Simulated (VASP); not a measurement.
All values below come from PBEsol GGA with D2 dispersion, VASP's PBE PAW potentials (set 64) (plane waves; VASP).

The input files of a VASP run:

### POSCAR
```
HfN
1
    3.1143400000     0.0000000000     0.0000000000
   -3.1143400000     3.1143400000     0.0000000000
    0.0000000000     0.0000000000    18.7676000000
Hf N
4 4
Direct
  0.0000000000   0.0000000000   0.4398960000
  0.0000000000   0.5000000000   0.3197000000
  0.0000000000   0.0000000000   0.6803000000
  0.0000000000   0.5000000000   0.5600980000
  0.0000000000   0.5000000000   0.4398960000
  0.0000000000   0.0000000000   0.3197000000
  0.0000000000   0.5000000000   0.6803000000
  0.0000000000   0.0000000000   0.5600980000
```

**INCAR**
```
SYSTEM = HfN
PREC = Accurate
ENCUT = 400
EDIFF = 1E-6
NELM = 100
ALGO = Normal
LREAL = .FALSE.
LASPH = .TRUE.
ISMEAR = -1
SIGMA = 0.1
GGA = PS
LMAXMIX = 6
LWAVE = .FALSE.
LCHARG = .FALSE.
ISIF = 2
IVDW = 10
```

File KPOINTS:
```
Automatic mesh
0
Gamma
12 12 1
0 0 0
```

POTCAR, in this order: Hf_pv N (PBE.64 set). Program: vasp_std.

The run wrote:

File stdout:
```
 POSCAR found type information on POSCAR HfN
 POSCAR found :  2 types and       8 ions
 Reading from existing POTCAR
 Reading from existing POTCAR

 -----------------------------------------------------------------------------
|                                                                             |
|               ----> ADVICE to this user running VASP <----                  |
|                                                                             |
|     You enforced a specific xc type in the INCAR file but a different       |
|     type was found in the POTCAR file.                                      |
|     I HOPE YOU KNOW WHAT YOU ARE DOING!                                     |
|                                                                             |
 -----------------------------------------------------------------------------

 -----------------------------------------------------------------------------
|                                                                             |
|     EEEEEEE  RRRRRR   RRRRRR   OOOOOOO  RRRRRR      ###     ###     ###     |
|     E        R     R  R     R  O     O  R     R     ###     ###     ###     |
|     E        R     R  R     R  O     O  R     R     ###     ###     ###     |
|     EEEEE    RRRRRR   RRRRRR   O     O  RRRRRR       #       #       #      |
|     E        R   R    R   R    O     O  R   R                               |
|     E        R    R   R    R   O     O  R    R      ###     ###     ###     |
|     EEEEEEE  R     R  R     R  OOOOOOO  R     R     ###     ###     ###     |
|                                                                             |
|     vdw_forces_G: ERROR unsupported xc-functional:                          |
|      please define parameter VDW_S6 for this functional                     |
|                                                                             |
|       ---->  I REFUSE TO CONTINUE WITH THIS SICK JOB ... BYE!!! <----       |
|                                                                             |
 -----------------------------------------------------------------------------
```

VASP stops with an error: vdw_forces_G: ERROR unsupported xc-functional: please define parameter VDW_S6 for this functional ----> I REFUSE TO CONTINUE WITH THIS SICK JOB ... BYE!!! <----

The cell holds a wide vacuum, so values per volume refer to the whole cell.

The cell is a sheet with vacuum, built from a database entry that may be metastable or hypothetical.
